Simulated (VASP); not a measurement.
OSZICAR of a VASP run on HfC (rock salt):

### OSZICAR
```
       N       E                     dE             d eps       ncg     rms          rms(c)
DAV:   1     0.274188795172E+02    0.27419E+02   -0.77517E+03  1584   0.121E+03
DAV:   2    -0.191854453701E+02   -0.46604E+02   -0.43697E+02  2178   0.210E+02
DAV:   3    -0.209123727972E+02   -0.17269E+01   -0.17108E+01  2018   0.313E+01
DAV:   4    -0.209274885206E+02   -0.15116E-01   -0.15110E-01  1910   0.325E+00
DAV:   5    -0.209276653354E+02   -0.17681E-03   -0.17677E-03  2140   0.295E-01    0.569E+01
DAV:   6    -0.175256792853E+02    0.34020E+01   -0.23471E+01  1758   0.247E+01    0.411E+01
DAV:   7    -0.174537409591E+02    0.71938E-01   -0.78060E-01  1851   0.656E+00    0.262E+01
DAV:   8    -0.174510646475E+02    0.26763E-02   -0.68499E-02  1755   0.266E+00    0.765E+00
DAV:   9    -0.174431312545E+02    0.79334E-02   -0.36786E-02  1794   0.113E+00    0.190E+00
DAV:  10    -0.174430644941E+02    0.66760E-04   -0.64837E-04  1852   0.240E-01    0.644E-01
DAV:  11    -0.174430524626E+02    0.12031E-04   -0.34004E-04  1824   0.132E-01    0.487E-02
DAV:  12    -0.174430514528E+02    0.10098E-05   -0.10084E-05  1821   0.307E-02    0.863E-02
DAV:  13    -0.174430506589E+02    0.79390E-06   -0.89937E-07   966   0.971E-03
   1 F= -.17443051E+02 E0= -.17443001E+02  d E =-.174431E+02
       N       E                     dE             d eps       ncg     rms          rms(c)
DAV:   1    -0.174502980955E+02   -0.72466E-02   -0.24029E-01  1584   0.475E+00    0.143E+00
DAV:   2    -0.174442627458E+02    0.60353E-02   -0.79142E-03  1602   0.904E-01    0.768E-01
DAV:   3    -0.174419935357E+02    0.22692E-02   -0.71027E-03  1628   0.756E-01    0.494E-01
DAV:   4    -0.174420109194E+02   -0.17384E-04   -0.10137E-04  1960   0.103E-01    0.588E-01
DAV:   5    -0.174419851506E+02    0.25769E-04   -0.42016E-05  1940   0.504E-02    0.871E-02
DAV:   6    -0.174419784008E+02    0.67498E-05   -0.12844E-05  1846   0.223E-02    0.206E-02
DAV:   7    -0.174419782535E+02    0.14725E-06   -0.35356E-07   858   0.589E-03
   2 F= -.17441978E+02 E0= -.17441918E+02  d E =0.107241E-02
       N       E                     dE             d eps       ncg     rms          rms(c)
DAV:   1    -0.174469727302E+02   -0.49943E-02   -0.98150E-02  1584   0.303E+00    0.913E-01
DAV:   2    -0.174444845146E+02    0.24882E-02   -0.32028E-03  1596   0.577E-01    0.489E-01
DAV:   3    -0.174435565789E+02    0.92794E-03   -0.28932E-03  1622   0.485E-01    0.318E-01
DAV:   4    -0.174435623039E+02   -0.57250E-05   -0.40816E-05  1954   0.656E-02    0.373E-01
DAV:   5    -0.174435585837E+02    0.37202E-05   -0.16587E-05  1928   0.316E-02    0.604E-02
DAV:   6    -0.174435566524E+02    0.19313E-05   -0.56615E-06  1758   0.149E-02    0.136E-02
DAV:   7    -0.174435565724E+02    0.80038E-07   -0.16417E-07   819   0.397E-03
   3 F= -.17443557E+02 E0= -.17443503E+02  d E =-.505913E-03
```

Task: Which electronic solver shows in the log?

Result: It is blocked Davidson (ALGO = Normal, or the opening steps of other solvers). The INCAR had ALGO = Normal.

Task: Can the final energy be trusted as converged?

Result: Self-consistency was reached. It stopped with EDIFF = 1E-6, NELM = 100, NSW = 60 and EDIFFG = -0.01 after 3 ionic steps (optB88-vdW, plane waves, VASP's PBE PAW potentials (set 64)).

The compound is HfC in the rock salt structure. This run relaxes it. Symmetry was kept, so distortions that lower it aren't found.
